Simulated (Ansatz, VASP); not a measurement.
**ZrB2: VASP beside Ansatz**

Aim: how closely do two programs agree when they are given the same cell, functional and k mesh? The cell is taken from a series of runs on this material, whose earlier steps may have relaxed, scaled, displaced or heated it; both programs get it as it stands.

Method: plane waves, with VASP 6.6.1 beside it; zone-centre phonons at LDA, in Ansatz 0.2.0.

## Step 1: Starting point

Symmetry: P6/mmm, No. 191, hexagonal system. Conventional cell: a = 3.133 Å, b = 3.133 Å, c = 3.490 Å, α = 90.00°, β = 90.00°, γ = 120.00°. Nearest to B lie 3 B at 1.81 Å and 6 Zr at 2.51 Å. Zr has 12 B at 2.51 Å nearest. Farther neighbours are not listed.

Coordinates:

```cif
data_structure
_symmetry_space_group_name_H-M 'P6/mmm'
_symmetry_Int_Tables_number 191
_cell_length_a 3.1327
_cell_length_b 3.1327
_cell_length_c 3.4897
_cell_angle_alpha 90.000
_cell_angle_beta 90.000
_cell_angle_gamma 120.000
_cell_volume 29.66
loop_
_atom_site_label
_atom_site_type_symbol
_atom_site_symmetry_multiplicity
_atom_site_Wyckoff_symbol
_atom_site_fract_x
_atom_site_fract_y
_atom_site_fract_z
_atom_site_occupancy
B1 B 2 d 0.33333 0.66667 0.50000 1
Zr1 Zr 1 a 0.00000 0.00000 0.00000 1
```

## Step 2: VASP: zone-centre phonons, LDA

Second derivatives magnify differences that forces hide, and they need a tight electronic threshold.

Lines of VASP's logs that name or quote its potential files are left out, and so is its time.

The input, INCAR:

```
SYSTEM = ZrB2
PREC = Accurate
ENCUT = 500
EDIFF = 1E-08
NELM = 120
ISMEAR = 1
SIGMA = 0.2
LREAL = .FALSE.
ALGO = Normal
GGA = CA
NBANDS = 15
LASPH = .TRUE.
LORBIT = 11
LWAVE = .FALSE.
LCHARG = .FALSE.
ISIF = 2
IBRION = 8
GGA_COMPAT = .FALSE.
KPAR = 2
```

The input, POSCAR:

```
ZrB2
1.0
    3.1326863947      0.0000000000      0.0000000000
   -1.5663431973      2.7129859999      0.0000000000
    0.0000000000      0.0000000000      3.4896774883
B Zr
2 1
Direct
    0.3333333333      0.6666666667      0.5000000000
    0.6666666667      0.3333333333      0.5000000000
    0.0000000000      0.0000000000      0.0000000000
```

The input, KPOINTS:

```
Automatic mesh
0
Gamma
15 15 12
0 0 0
```

PAW data sets: B and Zr_sv (LDA family, release 64).

On the command line:

```sh
$ mpirun -np 2 vasp_std
```

Numbers of over 12 decimals in the logs are rounded to 6 here.

The program printed:

```text
[banner, memory and clock lines left out]
running    2 mpi-ranks, on    1 nodes
 distrk:  each k-point on    1 cores,    2 groups
 distr:  one band on    1 cores,    1 groups

 POSCAR found type information on POSCAR B Zr
 POSCAR found :  2 types and       3 ions
 LDA part: xc-table for (Slater(with rela. corr.)+CA(PZ))
 , standard interpolation
 POSCAR, INCAR and KPOINTS ok, starting setup
 FFT: planning ... GRIDC
 FFT: planning ... GRID_SOFT
 FFT: planning ... GRID
 WAVECAR not read
 entering main loop
       N       E                     dE             d eps       ncg     rms          rms(c)
DAV:   1     0.995100132439E+02    0.99510E+02   -0.95963E+03  5670   0.117E+03
DAV:   2    -0.260542215074E+02   -0.12556E+03   -0.12105E+03  7182   0.302E+02
DAV:   3    -0.302628219562E+02   -0.42086E+01   -0.41894E+01  9053   0.478E+01
DAV:   4    -0.303247465402E+02   -0.61925E-01   -0.61916E-01  6516   0.546E+00
DAV:   5    -0.303262786540E+02   -0.15321E-02   -0.15321E-02  8870   0.574E-01    0.233E+01
DAV:   6    -0.275328640375E+02    0.27934E+01   -0.66029E+00  7093   0.178E+01    0.944E+00
DAV:   7    -0.274861331065E+02    0.46731E-01   -0.73750E-01  8426   0.540E+00    0.354E+00
DAV:   8    -0.274863860310E+02   -0.25292E-03   -0.10856E-01  6896   0.287E+00    0.488E-01
DAV:   9    -0.274819321662E+02    0.44539E-02   -0.21158E-02  7180   0.117E+00    0.163E-01
DAV:  10    -0.274817011326E+02    0.23103E-03   -0.11384E-03  6643   0.316E-01    0.467E-02
DAV:  11    -0.274817002313E+02    0.90130E-06   -0.58617E-05  7837   0.714E-02    0.144E-02
DAV:  12    -0.274816981756E+02    0.20557E-05   -0.46840E-06  7953   0.154E-02    0.486E-03
DAV:  13    -0.274816980448E+02    0.13077E-06   -0.63215E-07  8347   0.653E-03    0.177E-03
DAV:  14    -0.274816980385E+02    0.63333E-08   -0.43324E-08  6244   0.206E-03
   1 F= -.27481698E+02 E0= -.27481865E+02  d E =0.500968E-03
 Linear response reoptimize wavefunctions to high precision
DAV:   1    -0.274816980381E+02    0.32264E-09   -0.24258E-09  5866   0.437E-04
DAV:   2    -0.274816980381E+02   -0.11369E-11   -0.17345E-10  3206   0.122E-04
 Linear response DOF=           4
 Linear response progress:
  Degree of freedom:   1/  4
       N       E                     dE             d eps       ncg     rms          rms(c)
RMM:   1    -0.488725778611E-01   -0.48873E-01   -0.25552E-02 57837   0.106E+00
RMM:   2    -0.435985563624E-01    0.52740E-02   -0.23833E-03 47195   0.255E-01    0.151E-01
RMM:   3    -0.434945065972E-01    0.10405E-03   -0.74787E-04 44563   0.132E-01    0.751E-02
RMM:   4    -0.439879256549E-01   -0.49342E-03   -0.47978E-04 43439   0.105E-01    0.852E-03
RMM:   5    -0.439931496195E-01   -0.52240E-05   -0.53870E-05 52608   0.290E-02    0.239E-03
RMM:   6    -0.439939619428E-01   -0.81232E-06   -0.10110E-05 55978   0.101E-02    0.126E-03
RMM:   7    -0.439905032708E-01    0.34587E-05   -0.17449E-06 55885   0.459E-03    0.288E-04
RMM:   8    -0.439922331414E-01   -0.17299E-05   -0.31332E-07 58308   0.205E-03    0.153E-04
RMM:   9    -0.439917193763E-01    0.51377E-06    0.42223E-07 59358   0.928E-04    0.310E-05
RMM:  10    -0.439918603877E-01   -0.14101E-06    0.48153E-09 58335   0.442E-04    0.256E-05
RMM:  11    -0.439917339321E-01    0.12646E-06    0.27337E-07 58757   0.221E-04    0.779E-06
RMM:  12    -0.439917150592E-01    0.18873E-07   -0.23607E-08 60200   0.113E-04    0.436E-06
RMM:  13    -0.439916987478E-01    0.16311E-07    0.12639E-08 58932   0.607E-05    0.402E-06
RMM:  14    -0.439916970122E-01    0.17357E-08   -0.23488E-10 57763   0.354E-05    0.216E-06
 first order change of Fermi-energy   0.19133E-04
 force on displaced ion       1 direction 1 : -16.170  -0.001   0.000
 Linear response progress:
  Degree of freedom:   2/  4
       N       E                     dE             d eps       ncg     rms          rms(c)
RMM:   1    -0.480450823135E-01   -0.48045E-01   -0.20328E-03 20249   0.112E+00
RMM:   2    -0.453169965622E-01    0.27281E-02   -0.18690E-03 16275   0.251E-01    0.124E-01
RMM:   3    -0.452198109803E-01    0.97186E-04   -0.98103E-04 15750   0.150E-01    0.572E-02
RMM:   4    -0.456175479820E-01   -0.39774E-03   -0.37887E-04 16418   0.944E-02    0.123E-02
RMM:   5    -0.456892696297E-01   -0.71722E-04   -0.56038E-05 18362   0.347E-02    0.391E-03
RMM:   6    -0.457013124765E-01   -0.12043E-04   -0.12324E-05 18950   0.133E-02    0.894E-04
RMM:   7    -0.456934990117E-01    0.78135E-05   -0.25749E-06 19727   0.579E-03    0.267E-04
RMM:   8    -0.456946080615E-01   -0.11090E-05    0.37485E-07 19580   0.274E-03    0.130E-04
RMM:   9    -0.456935791753E-01    0.10289E-05    0.85768E-08 19680   0.138E-03    0.927E-05
RMM:  10    -0.456940259994E-01   -0.44682E-06    0.13300E-07 19813   0.731E-04    0.980E-06
RMM:  11    -0.456940658481E-01   -0.39849E-07    0.17418E-07 21213   0.352E-04    0.127E-05
RMM:  12    -0.456940595939E-01    0.62542E-08    0.21917E-07 20925   0.172E-04    0.971E-06
RMM:  13    -0.456940160182E-01    0.43576E-07    0.18551E-07 19996   0.930E-05    0.654E-06
RMM:  14    -0.456940408426E-01   -0.24824E-07    0.14300E-07 20758   0.513E-05    0.210E-06
RMM:  15    -0.456940475528E-01   -0.67102E-08    0.11406E-07 19695   0.296E-05    0.189E-06
RMM:  16    -0.456940459007E-01    0.16521E-08    0.73967E-08 19310   0.190E-05    0.119E-06
 first order change of Fermi-energy  -0.83332E-04
 force on displaced ion       1 direction 3 :  -0.000   0.000 -10.654
 Linear response progress:
  Degree of freedom:   3/  4
       N       E                     dE             d eps       ncg     rms          rms(c)
RMM:   1    -0.667334348366E+00   -0.66733E+00    0.30166E+00 15463   0.151E+01
RMM:   2    -0.610855974792E+00    0.56478E-01   -0.18938E-01 21321   0.284E+00    0.166E-01
RMM:   3    -0.612265495244E+00   -0.14095E-02   -0.32551E-02 25272   0.859E-01    0.516E-02
RMM:   4    -0.613816198780E+00   -0.15507E-02   -0.54895E-03 31662   0.297E-01    0.321E-02
RMM:   5    -0.614254745829E+00   -0.43855E-03   -0.85418E-04 31521   0.112E-01    0.168E-02
RMM:   6    -0.614239003669E+00    0.15742E-04   -0.13072E-04 31739   0.492E-02    0.332E-03
RMM:   7    -0.614217840182E+00    0.21163E-04   -0.36915E-05 32819   0.229E-02    0.342E-03
RMM:   8    -0.614214975327E+00    0.28649E-05   -0.11315E-05 32587   0.125E-02    0.978E-04
RMM:   9    -0.614222353576E+00   -0.73782E-05   -0.78331E-06 33270   0.752E-03    0.203E-04
RMM:  10    -0.614222627282E+00   -0.27371E-06   -0.63811E-06 33908   0.470E-03    0.997E-05
RMM:  11    -0.614223012838E+00   -0.38556E-06   -0.39689E-06 35116   0.326E-03    0.150E-04
RMM:  12    -0.614219496903E+00    0.35159E-05   -0.30870E-06 32904   0.250E-03    0.199E-04
RMM:  13    -0.614223989383E+00   -0.44925E-05   -0.23360E-06 30540   0.204E-03    0.145E-04
RMM:  14    -0.614227008436E+00   -0.30191E-05   -0.19155E-06 33416   0.157E-03    0.946E-05
[...]
RMM:  19    -0.614231018898E+00   -0.13646E-06   -0.72953E-07 33432   0.625E-04    0.651E-06
RMM:  20    -0.614231114775E+00   -0.95878E-07   -0.62857E-07 33442   0.532E-04    0.112E-05
RMM:  21    -0.614230780258E+00    0.33452E-06   -0.53149E-07 29934   0.471E-04    0.319E-05
RMM:  22    -0.614230878139E+00   -0.97881E-07   -0.46364E-07 30132   0.406E-04    0.374E-05
RMM:  23    -0.614230810608E+00    0.67531E-07   -0.39934E-07 31553   0.358E-04    0.472E-05
RMM:  24    -0.614231002745E+00   -0.19214E-06   -0.35293E-07 28998   0.321E-04    0.473E-05
RMM:  25    -0.614231003349E+00   -0.60352E-09   -0.30661E-07 29053   0.282E-04    0.526E-05
RMM:  26    -0.614231121218E+00   -0.11787E-06   -0.27747E-07 30149   0.255E-04    0.535E-05
 first order change of Fermi-energy   0.94657E-04
 force on displaced ion       3 direction 1 : -14.121  -0.000   0.000
 Linear response progress:
  Degree of freedom:   4/  4
       N       E                     dE             d eps       ncg     rms          rms(c)
RMM:   1    -0.744379059715E+00   -0.74438E+00    0.26970E+00  6595   0.148E+01
RMM:   2    -0.686797001509E+00    0.57582E-01   -0.16372E-01  8841   0.270E+00    0.191E-01
RMM:   3    -0.690118375935E+00   -0.33214E-02   -0.36168E-02 10274   0.800E-01    0.604E-02
RMM:   4    -0.692434486116E+00   -0.23161E-02   -0.64406E-03 12018   0.278E-01    0.386E-02
RMM:   5    -0.692711752973E+00   -0.27727E-03   -0.10067E-03 12426   0.104E-01    0.241E-02
RMM:   6    -0.692584365258E+00    0.12739E-03   -0.11375E-04 12596   0.491E-02    0.473E-03
RMM:   7    -0.692641543568E+00   -0.57178E-04   -0.47426E-05 12737   0.215E-02    0.417E-03
RMM:   8    -0.692626895591E+00    0.14648E-04   -0.29500E-05 13043   0.113E-02    0.985E-04
RMM:   9    -0.692629900849E+00   -0.30053E-05   -0.24074E-05 13596   0.616E-03    0.760E-04
RMM:  10    -0.692631964503E+00   -0.20637E-05   -0.21341E-05 13215   0.435E-03    0.291E-04
RMM:  11    -0.692632345208E+00   -0.38071E-06   -0.17635E-05 13152   0.290E-03    0.358E-05
RMM:  12    -0.692632892183E+00   -0.54697E-06   -0.17111E-05 14162   0.209E-03    0.935E-05
RMM:  13    -0.692632790587E+00    0.10160E-06   -0.14623E-05 13924   0.154E-03    0.109E-04
RMM:  14    -0.692632911451E+00   -0.12086E-06   -0.13644E-05 13397   0.122E-03    0.609E-05
RMM:  15    -0.692633290002E+00   -0.37855E-06   -0.12159E-05 13812   0.951E-04    0.624E-05
RMM:  16    -0.692633707139E+00   -0.41714E-06   -0.11158E-05 13384   0.770E-04    0.602E-05
RMM:  17    -0.692633463997E+00    0.24314E-06   -0.10147E-05 12806   0.626E-04    0.729E-05
RMM:  18    -0.692634396195E+00   -0.93220E-06   -0.92137E-06 11942   0.550E-04    0.628E-05
 first order change of Fermi-energy   0.12663E-03
 force on displaced ion       3 direction 3 :   0.000   0.000 -15.438
 Linear response finished
```

OUTCAR, selected parts (step 2):

```text
ion  position               nearest neighbor table
   1  0.333  0.667  0.500-   2 1.81   2 1.81   2 1.81   3 2.51   3 2.51   3 2.51   3 2.51   3 2.51
                             3 2.51
   2  0.667  0.333  0.500-   1 1.81   1 1.81   1 1.81   3 2.51   3 2.51   3 2.51   3 2.51   3 2.51
                             3 2.51
   3  0.000  0.000  0.000-   1 2.51   2 2.51   1 2.51   2 2.51   1 2.51   1 2.51   2 2.51   2 2.51
                             2 2.51   2 2.51   1 2.51   1 2.51

  LATTYP: Found a hexagonal cell.
 ALAT       =     3.1326863947
 C/A-ratio  =     1.1139568564

 Subroutine GETGRP returns: Found 24 space group operations
 (whereof 24 operations were pure point group operations)

The static configuration has the point symmetry D_6h.

 Found    189 irreducible k-points:

   k-points           NKPTS =    189   k-points in BZ     NKDIM =    189   number of bands    NBANDS=     15

   dimension x,y,z NGX =    24 NGY =   24 NGZ =   28
   dimension x,y,z NGXF=    48 NGYF=   48 NGZF=   56

   ENCUT  =  500.0 eV  36.75 Ry    6.06 a.u.   5.71  5.71  6.36*2*pi/ulx,y,z

   NELECT =      18.0000    total number of electrons

 k-points in reciprocal lattice and weights: Automatic mesh
   0.00000000  0.00000000  0.00000000       0.000
   0.06666667  0.00000000  0.00000000       0.002
   0.13333333  0.00000000  0.00000000       0.002
   0.20000000  0.00000000  0.00000000       0.002
   0.26666667  0.00000000  0.00000000       0.002
   0.33333333  0.00000000  0.00000000       0.002
   0.40000000  0.00000000  0.00000000       0.002
   0.46666667  0.00000000  0.00000000       0.002
   0.06666667  0.06666667  0.00000000       0.002
[...]
0.33333333  0.26666667  0.50000000       0.004
   0.33333333  0.33333333  0.50000000       0.001

 average (electrostatic) potential at core
       1 -26.7212       2 -26.7212       3 -71.9597

  Total        0.0862857      0.0862857      0.0913170      0.0000000     -0.0000000     -0.0000000
  in kB        4.6612185      4.6612185      4.9330167      0.0000000     -0.0000000     -0.0000000
  external PRESSURE =       4.7518179 kB  Pullay stress =       0.0000000 kB

  energy-cutoff  :      500.00
  volume of cell :       29.66
      direct lattice vectors                 reciprocal lattice vectors
     3.132686395  0.000000000  0.000000000     0.319214844  0.184298776  0.000000000
    -1.566343197  2.712986000  0.000000000     0.000000000  0.368597553  0.000000000
     0.000000000  0.000000000  3.489677488     0.000000000  0.000000000  0.286559432

 POSITION                                       TOTAL-FORCE (eV/Angst)
 -----------------------------------------------------------------------------------
     -0.00000      1.80866      1.74484         0.000000      0.000000      0.000000
      1.56634      0.90433      1.74484        -0.000000      0.000000      0.000000
      0.00000      0.00000      0.00000        -0.000000      0.000000      0.000000
 -----------------------------------------------------------------------------------
    total drift:                               -0.000000      0.000000     -0.000000

 Eigenvectors and eigenvalues of the dynamical matrix
 ----------------------------------------------------

   1 f  =   23.908893 THz   150.224008 2PiTHz  797.514841 cm-1    98.879194 meV
             X         Y         Z           dx          dy          dz
     -0.000000  1.808657  1.744839    -0.500424   -0.499576   -0.000000
      1.566343  0.904329  1.744839     0.500424    0.499576    0.000000
      0.000000  0.000000  0.000000    -0.000000   -0.000000   -0.000000

   2 f  =   23.908893 THz   150.224008 2PiTHz  797.514841 cm-1    98.879194 meV
             X         Y         Z           dx          dy          dz
     -0.000000  1.808657  1.744839    -0.499576    0.500424   -0.000000
      1.566343  0.904329  1.744839     0.499576   -0.500424    0.000000
      0.000000  0.000000  0.000000    -0.000000    0.000000    0.000000

   3 f  =   17.534499 THz   110.172505 2PiTHz  584.887921 cm-1    72.516827 meV
             X         Y         Z           dx          dy          dz
     -0.000000  1.808657  1.744839     0.000000   -0.000000   -0.707107
      1.566343  0.904329  1.744839     0.000000   -0.000000    0.707107
      0.000000  0.000000  0.000000    -0.000000    0.000000    0.000000

   4 f  =   14.683466 THz    92.258937 2PiTHz  489.787700 cm-1    60.725908 meV
             X         Y         Z           dx          dy          dz
     -0.000000  1.808657  1.744839    -0.000000   -0.000000   -0.635674
      1.566343  0.904329  1.744839    -0.000000   -0.000000   -0.635674
      0.000000  0.000000  0.000000     0.000000    0.000000    0.437991

   5 f  =   14.046400 THz    88.256137 2PiTHz  468.537485 cm-1    58.091218 meV
             X         Y         Z           dx          dy          dz
     -0.000000  1.808657  1.744839    -0.449902   -0.449125    0.000000
      1.566343  0.904329  1.744839    -0.449902   -0.449125    0.000000
      0.000000  0.000000  0.000000     0.309905    0.309370   -0.000000

   6 f  =   14.046400 THz    88.256137 2PiTHz  468.537485 cm-1    58.091218 meV
             X         Y         Z           dx          dy          dz
     -0.000000  1.808657  1.744839    -0.449125    0.449902   -0.000000
      1.566343  0.904329  1.744839    -0.449125    0.449902    0.000000
      0.000000  0.000000  0.000000     0.309370   -0.309905    0.000000

   7 f/i=    0.002578 THz     0.016196 2PiTHz    0.085981 cm-1     0.010660 meV
             X         Y         Z           dx          dy          dz
     -0.000000  1.808657  1.744839     0.295202    0.093441   -0.000000
      1.566343  0.904329  1.744839     0.295202    0.093441   -0.000000
      0.000000  0.000000  0.000000     0.857113    0.271305   -0.000000

   8 f/i=    0.002578 THz     0.016196 2PiTHz    0.085981 cm-1     0.010660 meV
             X         Y         Z           dx          dy          dz
     -0.000000  1.808657  1.744839    -0.093441    0.295202   -0.000000
      1.566343  0.904329  1.744839    -0.093441    0.295202   -0.000000
      0.000000  0.000000  0.000000    -0.271305    0.857113   -0.000000

   9 f/i=    0.004285 THz     0.026924 2PiTHz    0.142934 cm-1     0.017722 meV
             X         Y         Z           dx          dy          dz
     -0.000000  1.808657  1.744839    -0.000000    0.000000    0.309706
      1.566343  0.904329  1.744839    -0.000000    0.000000    0.309706
      0.000000  0.000000  0.000000    -0.000000    0.000000    0.898979

 ELASTIC MODULI CONTR FROM IONIC RELAXATION (kBar)
 Direction    XX          YY          ZZ          XY          YZ          ZX
 --------------------------------------------------------------------------------
 XX         -11.2227     11.2227     -0.0000     -0.0000      0.0000      0.0000
 YY          11.2227    -11.2227     -0.0000     -0.0000      0.0000     -0.0000
 ZZ          -0.0000     -0.0000     -0.0000     -0.0000      0.0000     -0.0000
 XY          -0.0000     -0.0000     -0.0000    -11.2227      0.0000     -0.0000
 YZ           0.0000      0.0000      0.0000      0.0000      0.0000      0.0000
 ZX           0.0000     -0.0000     -0.0000     -0.0000      0.0000     -0.0000
 --------------------------------------------------------------------------------
```

(Part 1 of 2 ends here.)

[Lines on the potential files, build, host, timing and source positions are cut from VASP's logs without a mark.]

[Logs are printed without paths, hosts, clocks, repeated set-up lines and the standing remarks that a program may print on its own settings, such as how far it seeks lower states.]

[Hosts, paths, dates, database ids (printed as entryN), source tags and the programs' standing remarks are cut or masked in the printed files.]
